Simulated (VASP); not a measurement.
# SiSnGe with optB86b-vdW: from relaxation to properties, part 3 of 5

Aim: relax SiSnGe, then compute properties on the relaxed cell. The cell is invented: it takes the structure of a Materials Project entry for SrSiGe (space group 187 there), with some of its atoms replaced by other elements, volume scaled by an estimate. It may not be a known or stable phase.

VASP 6.6.1, plane waves and PAW; the level of theory is named at each step.

Still holding for the runs below: The k-mesh is coarse for a metal.

So far. Step 3 (Relaxing cell and atoms (optB86b-vdW)): It ends with forces that vanish by symmetry and a pressure of 0.05 GPa. Step 4 (Second relaxation): It ends with forces that vanish by symmetry and a pressure of -0.03 GPa. The relaxed cell has a = 4.595, c = 3.414 Å (conventional setting).

The structure was built from a prototype and need not be the compound's stable phase.

### 5. Density, ELF and potential (optB86b-vdW)

Level of this step: optB86b-vdW; plane waves and PAW (Sn_d, Ge_d, Si); invented cell (VASP).

The relaxed cell gets a fresh self-consistent run, on a basis set for its own volume, to fix the density and to check the remaining stress.

INCAR reads:

```
SYSTEM = SiSnGe
PREC = Accurate
ENCUT = 410
EDIFF = 1E-06
NELM = 100
ISMEAR = 0
SIGMA = 0.05
LREAL = .FALSE.
ALGO = Normal
GGA = MK
AGGAC = 0
LUSE_VDW = .TRUE.
PARAM1 = 0.1234
PARAM2 = 1
LASPH = .TRUE.
NBANDS = 22
LORBIT = 11
LWAVE = .FALSE.
LCHARG = .TRUE.
ISIF = 2
LELF = .TRUE.
LVHAR = .TRUE.
```

POSCAR reads:

```
SiSnGe
1.0
    4.5946423539      0.0000000000      0.0000000000
   -2.2973211770      3.9790770359      0.0000000000
    0.0000000000      0.0000000000      3.4139887757
Sn Ge Si
1 1 1
Direct
    0.6666666700      0.3333333300      0.0000000000
    0.0000000000      0.0000000000      0.5000000000
    0.3333333300      0.6666666700      0.5000000000
```

KPOINTS reads:

```
Automatic mesh
0
Gamma
6 6 7
0 0 0
```

The projector-augmented-wave data sets are Sn_d, Ge_d and Si (PBE family, release 64).

The run is started by

```bash
> mpirun -np 1 vasp_std
```

The program printed:

```text
[... set-up lines as in an earlier step ...]
 entering main loop
       N       E                     dE             d eps       ncg     rms          rms(c)
DAV:   1     0.226485892290E+03    0.22649E+03   -0.14246E+04  1344   0.261E+03
DAV:   2     0.261340889267E+02   -0.20035E+03   -0.19415E+03  1244   0.553E+02
DAV:   3    -0.404755828607E+01   -0.30182E+02   -0.29742E+02  1478   0.148E+02
DAV:   4    -0.514626516238E+01   -0.10987E+01   -0.10969E+01  1436   0.321E+01
DAV:   5    -0.517372084259E+01   -0.27456E-01   -0.27455E-01  1622   0.536E+00    0.267E+00
DAV:   6    -0.509135008310E+01    0.82371E-01   -0.99149E-02  1514   0.328E+00    0.152E+00
DAV:   7    -0.507371100766E+01    0.17639E-01   -0.54270E-02  1452   0.188E+00    0.340E-01
DAV:   8    -0.507252803247E+01    0.11830E-02   -0.69164E-03  1412   0.807E-01    0.986E-02
DAV:   9    -0.507251853446E+01    0.94980E-05   -0.59220E-04  1482   0.200E-01    0.580E-02
DAV:  10    -0.507251522903E+01    0.33054E-05   -0.72373E-05  1566   0.828E-02    0.243E-02
DAV:  11    -0.507251755215E+01   -0.23231E-05   -0.13756E-05  1508   0.413E-02    0.504E-03
DAV:  12    -0.507251700810E+01    0.54405E-06   -0.20032E-06   988   0.180E-02
   1 F= -.50725170E+01 E0= -.50722854E+01  d E =-.463231E-03
```

Elapsed: 52 s, on 1 MPI rank of AMD EPYC 7R43, shared host; peak memory 0.29 GiB.

OUTCAR, selected parts (step 5):

```text
   ENCUT  =  410.0 eV  30.13 Ry    5.49 a.u.   7.59  7.59  5.64*2*pi/ulx,y,z

   NELECT =      32.0000    total number of electrons

 E-fermi :   7.6785

 k-point     1 :       0.0000    0.0000    0.0000
  band No.  band energies     occupation
    ...
     14       5.0432      2.00000
     15       5.0432      2.00000
     16       5.6590      2.00000
     17       5.6590      2.00000
     18       7.5881      1.98948
     19      11.6507      0.00000
     20      13.6439      0.00000
     21      15.5477      0.00000
     22      16.7582      0.00000

Total vdW correction in eV:      5.2500243

  Total       -0.0101134     -0.0101134     -0.0041331      0.0000000      0.0000000      0.0000000
  in kB       -0.2596042     -0.2596042     -0.1060951      0.0000000      0.0000000      0.0000000
  external PRESSURE =      -0.2084345 kB  Pullay stress =       0.0000000 kB

 POSITION                                       TOTAL-FORCE (eV/Angst)
 -----------------------------------------------------------------------------------
      2.29732      1.32636      0.00000         0.000000     -0.000000      0.000000
      0.00000      0.00000      1.70699        -0.000000     -0.000000      0.000000
     -0.00000      2.65272      1.70699        -0.000000      0.000000      0.000000
 -----------------------------------------------------------------------------------
    total drift:                               -0.000014      0.000008      0.000000

  FREE ENERGIE OF THE ION-ELECTRON SYSTEM (eV)
  ---------------------------------------------------
  free  energy   TOTEN  =        -5.0725170081 eV

  energy  without entropy=       -5.0720537771  energy(sigma->0) =       -5.07228539

Total vdW correction in eV:      5.2500207

[... 3 parts as in an earlier step ...]

[... 13 further parts left out ...]
```

Numbers from this step:

| Item | Value |
| --- | --- |
| SCF cycles | 12 |
| free energy (TOTEN) | -5.073 eV |
| pressure | -0.02084 GPa |

Valence electrons inside each PAW sphere by angular momentum. Sphere charges, by row:

```csv
atom,s (e),p (e),d (e),tot (e)
Sn1,1.298,0.868,10,12.17
Ge2,1.249,0.977,10.03,12.25
Si3,0.868,0.679,0,1.547
```

Electrostatic potential energy in the ab plane at fractional z = 0.500, with atoms of Ge and Si within 0.2 Å of it. With pseudopotentials it is smooth inside the atoms' cores, unlike the true potential.

Ten even steps from '_' (-80 eV) to '@' (2 eV), each cell a mean:
```
--==##@@@@@@@@@@@@@@@@**==::
++##@@@@%%####%%@@@@@@**====
%%@@@@%%++::--**%%@@@@##****
@@@@%%==____..**@@@@@@@@@@@@
@@@@##..____::##@@@@@@@@@@@@
@@%%++____..**@@@@@@@@@@@@@@
@@%%**====##@@@@@@@@@@@@@@@@
@@@@%%%%%%@@@@@@@@@@@@@@@@@@
@@@@@@@@@@@@@@@@@@@@@@@@@@@@
@@@@@@@@@@@@@@@@@@@@@@@@@@@@
%%##%%@@@@@@@@@@@@@@@@@@@@@@
++++++%%@@@@@@@@@@@@@@@@@@##
----++##@@@@@@@@@@@@@@@@##==
::--++%%@@@@@@@@@@@@@@%%++--
```
Columns run along a (4.6 Å; values clipped at the 3rd and 97th percentile), rows up along b (4.6 Å). Atoms in or near the plane, at fractional coordinates: Ge at (0.00, 0.00), Si at (0.33, 0.67).

ELF in the ab plane at fractional z = 0.500, with atoms of Ge and Si within 0.2 Å of it. It is the smooth field of the valence electrons, not physical close to the nuclei.

Ten even steps from '_' (0.18) to '@' (0.79), each cell a mean:
```
..--++++++**####**++++++::__
--++**##%%%%%%%%%%##++++--::
++++%%@@@@**##@@@@##++++====
==**@@%%==..++@@%%**==------
==##%%++__..**%%**--::....::
==##%%==--++%%##--________..
==##%%%%%%%%##--..________..
==##@@@@@@##--..__________..
==**%%%%**--______________..
==++**++==..______..______..
==++++==--..____________..--
==--====--..__________..--==
..__--==--..________..--==::
--..====--::::::::::--==--..
```
Columns run along a (4.6 Å), rows up along b (4.6 Å). Atoms in or near the plane, at fractional coordinates: Ge at (0.00, 0.00), Si at (0.33, 0.67).

Valence density in the ab plane at fractional z = 0.500, with atoms of Ge and Si within 0.2 Å of it. It is the smooth field of the valence electrons, not physical close to the nuclei.

Ten steps, logarithmic in the rise over the least value, from '_' (0 e/Å³) to '@' (17 e/Å³), each cell a mean:
```
@@##--::::::::::::::::==##@@
**==::::::::::::::::::==**##
--::::::::::::::::::::--====
::::::::..__::::::::::::::::
..::::::____::::::..........
..::::....::::::............
..::::::::::::..............
..::::::::::................
..::::::::..................
::::::::....................
::----::::................::
****++--::..............::--
%%%%**--::............::==##
@@%%**::::..........::--**@@
```
Columns run along a (4.6 Å), rows up along b (4.6 Å). Atoms in or near the plane, at fractional coordinates: Ge at (0.00, 0.00), Si at (0.33, 0.67).

In this run the pressure is -0.02 GPa, small enough to go on; single stress components reach 0.03 GPa.

### 6. Bands along the symmetry lines (optB86b-vdW)

The mesh alone shows little of the dispersion and can miss band extrema, so KPOINTS_OPT adds a path through the symmetry points after the self-consistent cycle.

Changes to INCAR since step 5:

```diff
@@ -15,8 +15,5 @@
 LASPH = .TRUE.
-NBANDS = 22
+NBANDS = 29
 LORBIT = 11
 LWAVE = .FALSE.
-LCHARG = .TRUE.
-ISIF = 2
-LELF = .TRUE.
-LVHAR = .TRUE.
+LCHARG = .FALSE.
```

POSCAR is that of step 5.

KPOINTS is that of step 5.

KPOINTS_OPT reads:

```
Line mode
16
Line-mode
Reciprocal
  0.00000000   0.00000000   0.00000000 GAMMA
  0.50000000   0.00000000   0.00000000 M

  0.50000000   0.00000000   0.00000000 M
  0.33333333   0.33333333   0.00000000 K

  0.33333333   0.33333333   0.00000000 K
  0.00000000   0.00000000   0.00000000 GAMMA

  0.00000000   0.00000000   0.00000000 GAMMA
  0.00000000   0.00000000   0.50000000 A

  0.00000000   0.00000000   0.50000000 A
  0.50000000   0.00000000   0.50000000 L

  0.50000000   0.00000000   0.50000000 L
  0.33333333   0.33333333   0.50000000 H

  0.33333333   0.33333333   0.50000000 H
  0.00000000   0.00000000   0.50000000 A

  0.50000000   0.00000000   0.50000000 L
  0.50000000   0.00000000   0.00000000 M

  0.33333333   0.33333333   0.00000000 K
  0.33333333   0.33333333   0.50000000 H
```

The run is started by

```bash
> mpirun -np 1 vasp_std
```

The program printed:

```text
[... set-up lines as in an earlier step ...]
 entering main loop
       N       E                     dE             d eps       ncg     rms          rms(c)
DAV:   1     0.247318651152E+03    0.24732E+03   -0.12693E+04  1991   0.195E+03
DAV:   2     0.315800640613E+02   -0.21574E+03   -0.20409E+03  1632   0.513E+02
DAV:   3    -0.386873953596E+01   -0.35449E+02   -0.34949E+02  1822   0.123E+02
DAV:   4    -0.514548315846E+01   -0.12767E+01   -0.12754E+01  1961   0.259E+01
DAV:   5    -0.517365044844E+01   -0.28167E-01   -0.28165E-01  1962   0.413E+00    0.267E+00
DAV:   6    -0.509143617140E+01    0.82214E-01   -0.66751E-02  2169   0.251E+00    0.153E+00
DAV:   7    -0.507364501807E+01    0.17791E-01   -0.37870E-02  2113   0.137E+00    0.340E-01
DAV:   8    -0.507251780378E+01    0.11272E-02   -0.61801E-03  2080   0.613E-01    0.963E-02
DAV:   9    -0.507251474452E+01    0.30593E-05   -0.47423E-04  1950   0.134E-01    0.576E-02
DAV:  10    -0.507251529683E+01   -0.55231E-06   -0.47312E-05  2271   0.511E-02    0.207E-02
DAV:  11    -0.507251728277E+01   -0.19859E-05   -0.57079E-06  1817   0.192E-02    0.403E-03
DAV:  12    -0.507251708584E+01    0.19693E-06   -0.91939E-07  1200   0.102E-02
   1 F= -.50725171E+01 E0= -.50722854E+01  d E =-.463280E-03
 Start KPOINTS_OPT (optional k-point list driver)
k-point batch [1-28\144]
       N       E                     dE             ncg
DAV:   1    -0.283152435179E+03   -0.13371E+05     1989
DAV:   2    -0.646672107263E+04   -0.61836E+04     1645
DAV:   3    -0.751809227895E+04   -0.10514E+04     1850
DAV:   4    -0.755849473518E+04   -0.40402E+02     1976
DAV:   5    -0.755938050308E+04   -0.88577E+00     1922
DAV:   6    -0.755941742416E+04   -0.36921E-01     2158
DAV:   7    -0.755941949439E+04   -0.20702E-02     2223
DAV:   8    -0.755941951318E+04   -0.18783E-04     1839
DAV:   9    -0.755941951343E+04   -0.25366E-06     1203
[...]
k-point batch [141-144\144]
       N       E                     dE             ncg
DAV:   1     0.199798324586E+05   -0.44972E+04      276
DAV:   2     0.190656060303E+05   -0.91423E+03      232
DAV:   3     0.189142786504E+05   -0.15133E+03      247
DAV:   4     0.189084130034E+05   -0.58656E+01      312
DAV:   5     0.189082839042E+05   -0.12910E+00      294
DAV:   6     0.189082794888E+05   -0.44154E-02      328
DAV:   7     0.189082793236E+05   -0.16513E-03      315
DAV:   8     0.189082793229E+05   -0.75526E-06      288
```

The job ended after 2.8 min (1 MPI rank; peak memory 0.31 GiB).

Parts of OUTCAR (step 6):

```text
   k-points           NKPTS =     28   k-points in BZ     NKDIM =     28   number of bands    NBANDS=     29

   NELECT =      32.0000    total number of electrons

 E-fermi :   7.6785

 k-point     1 :       0.0000    0.0000    0.0000
  band No.  band energies     occupation
    ...
     14       5.0433      2.00000
     15       5.0433      2.00000
     16       5.6590      2.00000
     17       5.6590      2.00000
     18       7.5881      1.98946
     19      11.6507      0.00000
     20      13.6439      0.00000
     21      15.5476      0.00000
     22      16.7582      0.00000
     23      16.7582      0.00000
    ...

Total vdW correction in eV:      5.2500231

  Total       -0.0001809     -0.0001809      0.0036010      0.0000000      0.0000000      0.0000000
  in kB       -0.0046441     -0.0046441      0.0924361      0.0000000      0.0000000      0.0000000
  external PRESSURE =       0.0277160 kB  Pullay stress =       0.0000000 kB

 POSITION                                       TOTAL-FORCE (eV/Angst)
 -----------------------------------------------------------------------------------
      2.29732      1.32636      0.00000        -0.000000      0.000000      0.000000
      0.00000      0.00000      1.70699         0.000000      0.000000      0.000000
     -0.00000      2.65272      1.70699         0.000000      0.000000      0.000000
 -----------------------------------------------------------------------------------
    total drift:                               -0.000014      0.000008      0.000000

  FREE ENERGIE OF THE ION-ELECTRON SYSTEM (eV)
  ---------------------------------------------------
  free  energy   TOTEN  =        -5.0725170858 eV

  energy  without entropy=       -5.0720538054  energy(sigma->0) =       -5.07228545

Total vdW correction in eV:      5.2500141

[... 8 parts as in an earlier step ...]

[... 8 further parts left out ...]
```

Spin-orbit coupling is off here; it can split and shift levels that hold much weight on Sn by tenths of an eV or more.

This step gave:

```
bands    : 29
pressure : 0.002772 GPa
```

Electronic bands along the path, in eV, zero at the Fermi level; # counts the bands kept in this run, so #1 is VASP's band 11:

| point | #3 | #4 | #5 | #6 | #7 | #8 | #9 | #10 |
| --- | --- | --- | --- | --- | --- | --- | --- | --- |
| Γ | -3.73 | -2.64 | -2.64 | -2.02 | -2.02 | -0.09 | 3.97 | 5.97 |
| 0.47 of the way | -5.14 | -4.07 | -0.92 | 0.35 | 0.44 | 1.59 | 4.78 | 4.79 |
| M | -5.74 | -4.76 | 2.07 | 2.38 | 2.45 | 3.16 | 3.91 | 4.43 |
| 0.47 of the way | -7.31 | -2.89 | 1.41 | 2.13 | 2.21 | 2.61 | 4.15 | 4.53 |
| K | -8.97 | -0.47 | 0.17 | 0.58 | 2.66 | 2.78 | 3.79 | 4.50 |
| 0.47 of the way | -6.85 | -2.29 | -1.85 | 0.83 | 2.24 | 2.59 | 4.32 | 5.40 |
| Γ | -3.73 | -2.64 | -2.64 | -2.02 | -2.02 | -0.09 | 3.97 | 5.97 |
| 0.47 of the way | -3.54 | -2.24 | -2.24 | -1.44 | -1.25 | -1.25 | 3.46 | 4.60 |
| A | -2.52 | -1.61 | -1.61 | 0.39 | 0.56 | 0.94 | 1.33 | 1.33 |
| 0.53 of the way | -5.36 | -2.69 | -2.29 | -1.96 | -0.22 | 0.48 | 1.76 | 3.31 |
| L | -6.40 | -4.65 | -2.66 | -2.63 | -0.71 | 0.04 | 4.72 | 5.70 |
| 0.47 of the way | -6.29 | -4.47 | -4.42 | -2.32 | -0.46 | 1.98 | 3.79 | 4.35 |
| H | -6.08 | -5.35 | -3.89 | -3.78 | 1.92 | 2.46 | 2.97 | 4.38 |
| 0.47 of the way | -5.62 | -3.70 | -2.84 | -1.69 | 0.02 | 0.67 | 2.15 | 3.66 |
| A | -2.52 | -1.61 | -1.61 | 0.39 | 0.56 | 0.94 | 1.33 | 1.33 |
| jump to L | -6.40 | -4.65 | -2.66 | -2.63 | -0.71 | 0.04 | 4.72 | 5.70 |
| 0.47 of the way | -5.36 | -3.92 | -2.36 | -1.85 | 1.71 | 2.21 | 4.19 | 4.60 |
| M | -5.74 | -4.76 | 2.07 | 2.38 | 2.45 | 3.16 | 3.91 | 4.43 |
| jump to K | -8.97 | -0.47 | 0.17 | 0.58 | 2.66 | 2.78 | 3.79 | 4.50 |
| 0.47 of the way | -8.31 | -1.77 | -1.21 | -1.03 | 1.07 | 1.33 | 1.68 | 6.42 |
| H | -6.08 | -5.35 | -3.89 | -3.78 | 1.92 | 2.46 | 2.97 | 4.38 |

Of the projections kept (Sn, Ge, Si), the largest for each band there, as a share of the weight inside these atoms' spheres; weight between the spheres isn't counted:

```
point       #3       #4       #5       #6       #7       #8       #9      #10
    Γ  Si 0.53  Ge 0.61  Ge 0.61  Sn 0.67  Sn 0.67  Ge 0.38  Sn 0.55  Ge 0.53
    M  Sn 0.42  Ge 0.40  Ge 0.49  Ge 0.39  Sn 0.46  Sn 0.58  Sn 0.62  Ge 0.55
    K  Si 0.73  Sn 0.37  Sn 0.40  Sn 0.36  Si 0.91  Ge 0.95  Sn 0.94  Sn 0.51
    Γ  Si 0.53  Ge 0.61  Ge 0.61  Sn 0.67  Sn 0.67  Ge 0.38  Sn 0.55  Ge 0.53
    A  Ge 0.54  Ge 0.61  Ge 0.61  Sn 0.75  Sn 0.65  Ge 0.65  Sn 0.98  Sn 0.98
    L  Sn 0.95  Sn 0.43  Ge 0.55  Sn 0.43  Ge 0.39  Sn 0.92  Si 0.41  Ge 0.60
```

There is no gap at this level.

[end of part 3 of 5]

[Lines on the potential files, build, host, timing and source positions are cut from VASP's logs without a mark.]

[Logs are printed without paths, hosts, clocks, repeated set-up lines and the standing remarks that a program may print on its own settings, such as how far it seeks lower states.]

[Hosts, paths, dates, database ids (printed as entryN), source tags and the programs' standing remarks are cut or masked in the printed files.]

[A measured line is paired with the nearest computed mode of its activity, which favours agreement.]

[In band tables of VASP the shares of atoms and orbitals are scaled to a sum of 1 inside the atoms' spheres.]
